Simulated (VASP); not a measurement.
An input for Quantum ESPRESSO's pw.x (written as the equivalent of a VASP run, and not itself run):

```
&CONTROL
  calculation = 'vc-relax'
  pseudo_dir = './pseudo'
  outdir = './out'
  tprnfor = .true.
  tstress = .true.
  nstep = 60
  forc_conv_thr = 0.00039
/
&SYSTEM
  ibrav = 0
  nat = 2
  ntyp = 2
  ecutwfc = 82
  occupations = 'smearing'
  smearing = 'methfessel-paxton'
  degauss = 0.00735
  input_dft = 'pbe'
/
&ELECTRONS
  conv_thr = 7.3e-08
  electron_maxstep = 100
/
&IONS
/
&CELL
/
ATOMIC_SPECIES
  Nb 92.906 Nb.upf
  Al 26.982 Al.upf
CELL_PARAMETERS angstrom
     0.0000000    2.9767654    2.9767654
     2.9767654    0.0000000    2.9767654
     2.9767654    2.9767654    0.0000000
ATOMIC_POSITIONS crystal
  Nb   0.0000000  0.0000000  0.0000000
  Al   0.2500000  0.2500000  0.2500000
K_POINTS automatic
  10 10 10 0 0 0
```

### Question
Translate this input to VASP (INCAR, KPOINTS, POSCAR, choice of POTCAR).

### Answer
Several could match; the one computed here: 
**INCAR**
```
ALGO  =  Normal
EDIFF  =  1E-6
EDIFFG  =  -0.01
ENCUT  =  400
GGA  =  PE
IBRION  =  2
ISIF  =  3
ISMEAR  =  1
LASPH  =  .TRUE.
LCHARG  =  .FALSE.
LMAXMIX  =  4
LREAL  =  .FALSE.
LWAVE  =  .FALSE.
NELM  =  100
NSW  =  60
PREC  =  Accurate
SIGMA  =  0.1
SYSTEM  =  NbAl
```

File POSCAR:
```
NbAl
1.0
  0.0000000000   2.9767654421   2.9767654421
  2.9767654421   0.0000000000   2.9767654421
  2.9767654421   2.9767654421   0.0000000000
Nb Al
1 1
Direct
  0.0000000000   0.0000000000   0.0000000000
  0.2500000000   0.2500000000   0.2500000000
```

KPOINTS:
```
Automatic mesh
0
Gamma
10 10 10
0 0 0
```

POTCAR, in this order: Nb_sv Al (PBE.64 set). Program: vasp_std.

Limits of the translation: the potentials are each code's own (VASP's PAW set, PseudoDojo norm-conserving files in pw.x), so ENCUT and ecutwfc are chosen apart and not converted; conv_thr bounds pw.x's estimated SCF error, while EDIFF bounds the energy change between steps; forc_conv_thr acts on force components and is met together with etot_conv_thr.

The structure was generated: NbAl was put into the zinc blende type (F-43m), which need not be its known phase. This run relaxes it. Symmetry was kept, so distortions that lower it aren't found. The start is the result of an earlier pass.
